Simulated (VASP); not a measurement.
# Mg3Cl2O (R-3m) in VASP: reference runs

How does Mg3Cl2O come out in PBE? The cell is run as given.

All numbers are computed with VASP 6.6.1; they aren't measurements. Logs are shortened: lines on timing, memory, paths and dates and some standing lists are left out, and cuts for length are marked.

### Step 1. The structure

The structure is trigonal, space group R-3m (No. 166). The conventional cell has a = 5.671 Å, b = 5.671 Å, c = 12.295 Å, α = 90.00°, β = 90.00°, γ = 120.00°. Mg (site symmetry 2/m) has 2 O at 2.62 Å and 4 Mg at 2.84 Å and 2 Cl at 2.99 Å as nearest neighbours. Cl (site symmetry 3m) has 9 Mg at 2.99 to 3.26 Å and 4 Cl at 3.20 to 3.40 Å and 3 O at 3.31 Å as nearest neighbours. O (site symmetry -3m) has 6 Mg at 2.62 Å as nearest neighbours.

The cell was built by a generator and needn't be a form met in nature.

### Step 2. Single point, PBE

Contents of INCAR:

```
SYSTEM = Mg3Cl2O
PREC = Accurate ; ENCUT = 520
EDIFF = 1E-7 ; ISMEAR = -1
SIGMA = 0.05 ; LREAL = .FALSE.
LASPH = .TRUE. ; NELM = 60
ALGO = Normal ; ISIF = 2
LWAVE = .FALSE. ; LCHARG = .TRUE.
GGA = PE ; LELF = .TRUE.
LVHAR = .TRUE. ; NBANDS = 22
```

Contents of KPOINTS:

```
regular mesh
0
G
  6 6 6
  0 0 0
```

Contents of POSCAR:

```
Mg3Cl2O
1.0
    2.8356717700      1.6371758600      4.0981974200
   -2.8356717700      1.6371758600      4.0981974200
    0.0000000000     -3.2743517200      4.0981974200
Mg Cl O
3 2 1
Direct
    0.0000000000      0.5000000000      0.0000000000
    0.5000000000      0.0000000000      0.0000000000
    0.0000000000      0.0000000000      0.5000000000
    0.6300789700      0.6300789700      0.6300789700
    0.3699210300      0.3699210300      0.3699210300
    0.0000000000      0.0000000000      0.0000000000
```

Potentials or basis: VASP PAW PBE potentials, release 64 (Mg, Cl, O).

On the command line:

```sh
> cat potpaw_PBE.64/Mg/POTCAR potpaw_PBE.64/Cl/POTCAR potpaw_PBE.64/O/POTCAR > POTCAR
> mpirun -np 1 vasp_std > vasp.out
```

OUTCAR:

```text
SYSTEM = Mg3Cl2O
   PREC = Accurate
   ENCUT = 520
   EDIFF = 1E-7
   ISMEAR = -1
   LREAL = .FALSE.
   LASPH = .TRUE.
   NELM = 60
   ISIF = 2
   GGA = PE

 ion  position               nearest neighbor table
   1  0.000  0.500  0.000-   6 2.62   6 2.62   2 2.84   2 2.84   3 2.84   3 2.84   4 2.99   5 2.99

   2  0.500  0.000  0.000-   6 2.62   6 2.62   1 2.84   1 2.84   3 2.84   3 2.84   4 2.99   5 2.99

   3  0.000  0.000  0.500-   6 2.62   6 2.62   2 2.84   1 2.84   1 2.84   2 2.84   4 2.99   5 2.99

   4  0.630  0.630  0.630-   1 2.99   2 2.99   3 2.99
   5  0.370  0.370  0.370-   1 2.99   2 2.99   3 2.99
   6  0.000  0.000  0.000-   1 2.62   2 2.62   1 2.62   2 2.62   3 2.62   3 2.62

  LATTYP: Found a trigonal (rhomboedric) cell.
 ALAT       =     5.2456268717
 COS(alpha) =     0.4155503213

  Lattice vectors:

 A1 = (   2.8356717700,   1.6371758600,   4.0981974200)
 A2 = (  -2.8356717700,   1.6371758600,   4.0981974200)
 A3 = (   0.0000000000,  -3.2743517200,   4.0981974200)

Analysis of symmetry for initial positions (statically):
=====================================================================
 Subroutine PRICEL returns:
 Original cell was already a primitive cell.

 Routine SETGRP: Setting up the symmetry group for a
 trigonal (rhombohedral) supercell.

 Subroutine GETGRP returns: Found 12 space group operations
 (whereof 12 operations were pure point group operations)
 out of a pool of 12 trial point group operations.

The static configuration has the point symmetry D_3d.

Analysis of symmetry for dynamics (positions and initial velocities):
=====================================================================
 Subroutine PRICEL returns:
 Original cell was already a primitive cell.

 Routine SETGRP: Setting up the symmetry group for a
 trigonal (rhombohedral) supercell.

 Subroutine GETGRP returns: Found 12 space group operations
 (whereof 12 operations were pure point group operations)
 out of a pool of 12 trial point group operations.

The dynamic configuration has the point symmetry D_3d.

 Subroutine INISYM returns: Found 12 space group operations
 (whereof 12 operations are pure point group operations),
 and found     1 'primitive' translations

----------------------------------------------------------------------------------------

                                     Primitive cell

  volume of cell :     114.1551

  direct lattice vectors                    reciprocal lattice vectors
     2.835671770  1.637175860  4.098197420     0.176325062  0.101801322  0.081336573
    -2.835671770  1.637175860  4.098197420    -0.176325062  0.101801322  0.081336573
     0.000000000 -3.274351720  4.098197420     0.000000000 -0.203602644  0.081336573

  length of vectors
     5.245626872  5.245626872  5.245626872     0.219247975  0.219247975  0.219247975

  position of ions in fractional coordinates (direct lattice)
     0.000000000  0.500000000  0.000000000
     0.500000000  0.000000000  0.000000000
     0.000000000  0.000000000  0.500000000
     0.630078970  0.630078970  0.630078970
     0.369921030  0.369921030  0.369921030
     0.000000000  0.000000000  0.000000000

  ion indices of the primitive-cell ions
   primitive index   ion index
                 1           1
                 2           2
                 3           3
                 4           4
                 5           5
                 6           6

----------------------------------------------------------------------------------------

 KPOINTS: regular mesh

Automatic generation of k-mesh.
 Grid dimensions read from file:
 generate k-points for:    6    6    6

 Generating k-lattice:

  Cartesian coordinates                     Fractional coordinates (reciprocal lattice)
     0.029387510  0.016966887  0.013556095     0.166666667 -0.000000000  0.000000000
    -0.029387510  0.016966887  0.013556095    -0.000000000  0.166666667  0.000000000
     0.000000000 -0.033933774  0.013556095     0.000000000  0.000000000  0.166666667

  Length of vectors
     0.036541329  0.036541329  0.036541329

  Shift w.r.t. Gamma in fractional coordinates (k-lattice)
     0.000000000  0.000000000  0.000000000

 Subroutine IBZKPT returns following result:
 ===========================================

 Found     32 irreducible k-points:

 Following reciprocal coordinates:
            Coordinates               Weight
  0.000000  0.000000  0.000000      1.000000
  0.166667 -0.000000 -0.000000      6.000000
  0.333333 -0.000000 -0.000000      6.000000
  0.500000  0.000000 -0.000000      3.000000
  0.166667  0.166667 -0.000000      6.000000
  0.333333  0.166667 -0.000000     12.000000
[... 16 lines left out ...]
  0.500000  0.500000  0.166667      6.000000
 -0.333333  0.500000  0.166667     12.000000
 [... further k-points ...]
   k-points           NKPTS =     32   k-points in BZ     NKDIM =     32   number of bands    NBANDS=     22
   number of dos      NEDOS =    301   number of ions     NIONS =      6
   total plane-waves  NPLWV =  64000
   dimension x,y,z NGX =    40 NGY =   40 NGZ =   40
   dimension x,y,z NGXF=    80 NGYF=   80 NGZF=   80
   ions per type =               3   2   1
   NGX,Y,Z   is equivalent  to a cutoff of  12.68, 12.68, 12.68 a.u.
   NGXF,Y,Z  is equivalent  to a cutoff of  25.35, 25.35, 25.35 a.u.
 SYSTEM =  Mg3Cl2O
   PREC   = accura    normal or accurate (medium, high low for compatibility)
   ISTART =      0    job   : 0-new  1-cont  2-samecut
   ICHARG =      2    charge: 1-file 2-atom 10-const
   ISPIN  =      1    spin polarized calculation?
   LNONCOLLINEAR =      F non collinear calculations
   LSORBIT =      F    spin-orbit coupling
   LASPH  =      T    aspherical Exc in radial PAW
   ENCUT  =  520.0 eV  38.22 Ry    6.18 a.u.   9.75  9.75  9.75*2*pi/ulx,y,z
   NELM   =     60;   NELMIN=  2; NELMDL= -5     # of ELM steps
   EDIFF  = 0.1E-06   stopping-criterion for ELM
   LREAL  =      F    real-space projection
   EDIFFG = 0.1E-05   stopping-criterion for IOM
   NSW    =      0    number of steps for IOM
   IBRION =     -1    ionic relax: 0-MD 1-quasi-New 2-CG
   NFREE  =      0    steps in history (QN), initial steepest desc. (CG)
   ISIF   =      2    stress and relaxation
   ISYM   =      2    0-nonsym 1-usesym 2-fastsym
   POTIM  = 0.5000    time-step for ionic-motion
   TEBEG  =    0.0;   TEEND  =   0.0 temperature during run
   PSTRESS=    0.0 pullay stress
   NELECT =      26.0000    total number of electrons
   NUPDOWN=      -1.0000    fix difference up-down
   EMIN   =  10.00;   EMAX   =-10.00  energy-range for DOS
   EFERMI =   0.00;   METHOD = LEGACY
   ISMEAR =    -1;   SIGMA  =   0.05  broadening in eV -4-tet -1-fermi 0-gaus
   EFERMI_NEDOS =   21; number of points for ismear=-14 and -15
   IALGO  =     38    algorithm
   IMIX   =      4    mixing-type and parameters
     AMIX     =   0.40;   BMIX     =  1.00
     AMIX_MAG =   1.60;   BMIX_MAG =  1.00
  volume/ion in A,a.u.               =      19.03       128.39
  Fermi-wavevector in a.u.,A,eV,Ry     =   0.999772  1.889294 13.599612  0.999543
  Thomas-Fermi vector in A             =   2.132084
   LORBIT       =      0    0 simple, 1 ext, 2 COOP (PROOUT), +10 PAW based schemes
   GGA     = PE    functional components
   LHFCALC =     F    Hartree Fock is set to
   AEXX    =    0.0000 exact exchange contribution
   IVDW    =     0    specifies the selected vdW correction
   LEPSILON=     F    determine dielectric tensor
   LRPA    =     F    only Hartree local field effects (RPA)
 non-spin polarized calculation
  energy-cutoff  :      520.00
  volume of cell :      114.16
 maximum number of plane-waves:      3105
   NGX = 19   NGY = 19   NGZ = 19

 number of electron      25.9999998 magnetization

 Free energy of the ion-electron system (eV)
  ---------------------------------------------------
  ext. energy  EPLUGINS =         0.00000000
  ---------------------------------------------------
  free energy    TOTEN  =       -17.07887202 eV

  energy without entropy =      -17.06591831  energy(sigma->0) =      -17.07239516

 E-fermi :   3.6824     XC(G=0):  -9.0554

 val. band max:        3.6361653477   @ k =   0.5000   0.0000  -0.0000
 cond. band min:       3.6902206481   @ k =   0.5000   0.1667  -0.0000
 fundamental gap:      0.0540553004
 Fermi energy:         3.6823915689

 k-point     1 :       0.0000    0.0000    0.0000
  band No.  band energies     occupation
      1     -13.2548      2.00000
      2     -12.4513      2.00000
      3     -11.7447      2.00000
      4      -1.4560      2.00000
      5      -1.0262      2.00000
      6      -1.0262      2.00000
[... 14 lines left out ...]
     21      10.4852      0.00000
     22      10.5677      0.00000

 k-point     2 :       0.1667   -0.0000   -0.0000
  band No.  band energies     occupation
      1     -13.2205      2.00000
      2     -12.4510      2.00000
      3     -11.7854      2.00000
      4      -1.5956      2.00000
      5      -1.4253      2.00000
      6      -1.1924      2.00000
[... 14 lines left out ...]
     21      10.5988      0.00000
     22      10.6247      0.00000

 k-point     3 :       0.3333   -0.0000   -0.0000
  band No.  band energies     occupation
      1     -13.1474      2.00000
      2     -12.4438      2.00000
      3     -11.8781      2.00000
      4      -1.8886      2.00000
      5      -1.7468      2.00000
      6      -1.3675      2.00000
[... 14 lines left out ...]
     21      10.6335      0.00000
     22      11.1391      0.00000
[... 476 lines left out ...]
 k-point    23 :       0.5000    0.5000    0.1667
  band No.  band energies     occupation
      1     -13.1127      2.00000
      2     -12.2338      2.00000
      3     -12.0998      2.00000
      4      -2.8279      2.00000
      5      -1.9918      2.00000
      6      -1.5117      2.00000
[... 14 lines left out ...]
     21       9.8481      0.00000
     22      11.2812      0.00000

 k-point    24 :      -0.3333    0.5000    0.1667
  band No.  band energies     occupation
      1     -13.0955      2.00000
      2     -12.2356      2.00000
      3     -12.1283      2.00000
      4      -2.7065      2.00000
      5      -1.9745      2.00000
      6      -1.4295      2.00000
[... 14 lines left out ...]
     21      10.1180      0.00000
     22      10.2532      0.00000

 [... further k-points ...]

------------------------ aborting loop because EDIFF is reached ----------------------------------------

  FORCE on cell =-STRESS in cart. coord.  units (eV):
  Direction    XX          YY          ZZ          XY          YZ          ZX
  --------------------------------------------------------------------------------------
  -------------------------------------------------------------------------------------
  Total        3.5175937      3.5175937    -12.0276210     -0.0000000      0.0000000     -0.0000000
  in kB       49.3697395     49.3697395   -168.8087282     -0.0000000      0.0000000     -0.0000000
  external PRESSURE =     -23.3564164 kB  Pullay stress =       0.0000000 kB

 VOLUME and BASIS-vectors are now :
 -----------------------------------------------------------------------------
  energy-cutoff  :      520.00
  volume of cell :      114.16
      direct lattice vectors                 reciprocal lattice vectors
     2.835671770  1.637175860  4.098197420     0.176325062  0.101801322  0.081336573
    -2.835671770  1.637175860  4.098197420    -0.176325062  0.101801322  0.081336573
     0.000000000 -3.274351720  4.098197420     0.000000000 -0.203602644  0.081336573

 POSITION                                       TOTAL-FORCE (eV/Angst)
 -----------------------------------------------------------------------------------
     -1.41784      0.81859      2.04910         0.000000     -0.000000     -0.000000
      1.41784      0.81859      2.04910        -0.000000      0.000000      0.000000
      0.00000     -1.63718      2.04910         0.000000     -0.000000     -0.000000
      0.00000      0.00000      7.74656         0.000000      0.000000     -0.457496
      0.00000      0.00000      4.54803         0.000000     -0.000000      0.457496
      0.00000      0.00000      0.00000         0.000000      0.000000     -0.000000
 -----------------------------------------------------------------------------------
    total drift:                                0.000000      0.000000     -0.000000

  FREE ENERGIE OF THE ION-ELECTRON SYSTEM (eV)
  ---------------------------------------------------
  free  energy   TOTEN  =       -17.0788720151 eV

  energy  without entropy=      -17.0659183104  energy(sigma->0) =      -17.07239516
```

It took 38 s on 1 thread of Intel Xeon 6975P-C (Granite Rapids), shared host; peak memory 0.27 GiB.

Results:

```yaml
Free_energy: -17.0789 eV
Pressure: -2.3 GPa
Largest_force: 0.457 eV/Å
Band_gap_on_the_k_mesh: none (metal or under the smearing width)
```

Forces in eV/Å, atoms in the order of the input:
```
Mg   0.000  0.000  0.000
Mg   0.000  0.000  0.000
Mg   0.000  0.000  0.000
Cl   0.000  0.000 -0.457
Cl   0.000  0.000  0.457
O    0.000  0.000  0.000
```

Levels at points of the mesh, in eV from the Fermi level:
```tsv
k point	band 10	band 11	band 12	band 13	band 14	band 15	band 16	band 17
(0.00, 0.00, 0.00)	-3.71	-3.42	-1.83	-1.83	1.91	1.91	2.06	2.06
(0.50, 0.00, 0.00)	-3.69	-2.19	-1.95	-0.85	-0.05	0.54	2.94	4.42
(0.50, 0.50, 0.00)	-3.10	-2.15	-1.96	-0.54	0.20	1.74	2.82	4.33
(0.50, 0.50, 0.50)	-3.65	-1.85	-1.85	0.43	0.97	2.43	2.43	3.23
```
